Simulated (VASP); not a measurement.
# Al3BiO3: single point with r2SCAN

Crystal: Al3BiO3.

```
Al Bi O
1.0
     3.72265    2.14927    2.20099
    -3.72265    2.14927    2.20099
     0.00000   -4.29855    2.20099
Al Bi O
3 1 3
Direct
  0.46281 0.02297 0.46281
  0.02297 0.46281 0.46281
  0.46281 0.46281 0.02297
  0.86942 0.86942 0.86942
  0.26820 0.26820 0.64604
  0.26820 0.64604 0.26820
  0.64604 0.26820 0.26820
```

The cell was built by a generator and needn't be a form met in nature.

```yaml
Program: VASP 6.6.1
Task: single point
Functional: r2SCAN
Potentials_or_basis: VASP PAW PBE potentials, release 64 (Al, Bi_d, O)
Cutoff: 520 eV
k_mesh: 6 × 6 × 6
Occupations: gaussian, width 0.03 eV
Spin: no spin polarisation
Further_INCAR_settings: ALGO = Normal; EDIFF = 1e-06
```

```json
{"Pressure": "-3.6 GPa", "Largest force": "0.201 eV/Å", "Band gap on the k mesh": "1.19 eV, indirect (least direct gap 1.27 eV)"}
```

Forces in eV/Å, atoms in the order of the input:
```
Al  -0.106  0.061 -0.044
Al   0.106  0.061 -0.044
Al   0.000 -0.122 -0.044
Bi   0.000  0.000 -0.201
O    0.000  0.140  0.111
O    0.121 -0.070  0.111
O   -0.121 -0.070  0.111
```

Stress tensor (GPa, compression positive):
```
-3.71  0.00  0.00
 0.00 -3.71  0.00
 0.00  0.00 -3.39
```

Levels at points of the mesh, in eV from the valence-band top:
```
           k point  band 17  band 18  band 19  band 20  band 21  band 22  band 23  band 24  band 25
(0.00, 0.00, 0.00)    -4.38    -4.38    -0.26    -0.08    -0.08     1.19     3.13     3.13     5.94
(0.50, 0.00, 0.00)    -4.02    -3.96    -2.29    -0.42    -0.24     3.34     3.47     5.16     5.23
(0.50, 0.50, 0.00)    -4.26    -3.82    -1.66    -0.81    -0.11     3.52     4.09     5.05     5.38
(0.50, 0.50, 0.50)    -4.37    -4.37    -0.66    -0.66    -0.61     2.79     2.79     5.00     6.18
```

Wall time 2.1 min on 4 MPI ranks on Intel(R) Xeon(R) Platinum 8259CL CPU @ 2.50GHz (Skylake/Cascade Lake), on a shared host, peak memory 0.26 GiB a rank.

Caveat: the PAW data sets were made with another functional, which shifts forces and pressure a little; spin-orbit coupling is left out, which as a rule narrows the gap of such compounds by several tenths of an eV. r2SCAN opens gaps a little over a GGA but as a rule still falls short of measured ones.
